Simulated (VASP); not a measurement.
VASP runs on Ag₂B (space group P4/nmm) share one base input (PBE GGA, plane waves, VASP's PBE PAW potentials (set 64)) and change the settings named in each case.

**INCAR**
```
# general
SYSTEM  = Ag2B
PREC    = Accurate
ENCUT   = 400   # plane-wave cut-off (eV)
LREAL   = .FALSE.   # projection in real space or not
LASPH   = .TRUE.   # aspherical one-centre terms

# electronic loop
EDIFF   = 1E-6   # SCF stop (eV)
NELM    = 100   # most electronic steps
ALGO    = Normal   # blocked Davidson
LMAXMIX = 4   # l cut-off of mixed one-centre charges

# smearing
ISMEAR  = -1
SIGMA   = 0.136   # width (eV)

# functional
GGA     = PE   # PBE

# ions
ISIF    = 2

# output
LWAVE   = .FALSE.
LCHARG  = .FALSE.
```

File KPOINTS:
```
Automatic mesh
0
Gamma
5 5 4
0 0 0
```

### POSCAR
```
Ag2B
1
    4.1656230000     0.0000000000     0.0000000000
    0.0000000000     4.1656230000     0.0000000000
    0.0000000000     0.0000000000     6.3561010000
Ag B
4 2
Direct
  0.0000000000   0.0000000000   0.0000000000
  0.5000000000   0.5000000000   0.0000000000
  0.5000000000   0.0000000000   0.2700000000
  0.0000000000   0.5000000000   0.7300000000
  0.5000000000   0.0000000000   0.7000000000
  0.0000000000   0.5000000000   0.3000000000
```

POTCAR, in this order: Ag B (PBE.64 set). Program: vasp_std.

```tsv
change	E(σ→0) (eV/atom)	pressure (GPa)	largest force (eV/Å)	−TS (eV)
base run	-2.6963	-5.41	2.261	-0.1908
GGA removed, POTCAR Ag B (LDA.64 set)	-3.5080	-12.94	1.692	-0.1896
GGA_COMPAT = .FALSE., LNONCOLLINEAR = .TRUE., LSORBIT = .TRUE., MAGMOM = 0.0 0.0 0.0 0.0 0.0 0.0 0.0 0.0 0.0 0.0 0.0 0.0 0.0 0.0 0.0 0.0 0.0 0.0, program vasp_ncl	-2.7145	-5.49	2.256	-0.1911
KPOINTS 2×2×2 Γ-centred mesh	-2.7660	-6.26	2.199	-0.2264
```
 Energies of different potentials or functionals have different zeros.  At 400 eV the pressure can carry a Pulay error.

Left out are runs that ran out of time, are held back, or changed the cell or the kind of run, fixed moments of cells without a moment, rows past the twelfth, gaps on odd meshes, pressures of charged cells and columns that move by less than the noise.

The structure was generated: Ag2B was put into an ordered model structure, which need not be its known phase. The cell was not relaxed at this level, forces remain on its atoms, its lattice was scaled by up to 2.5 %.
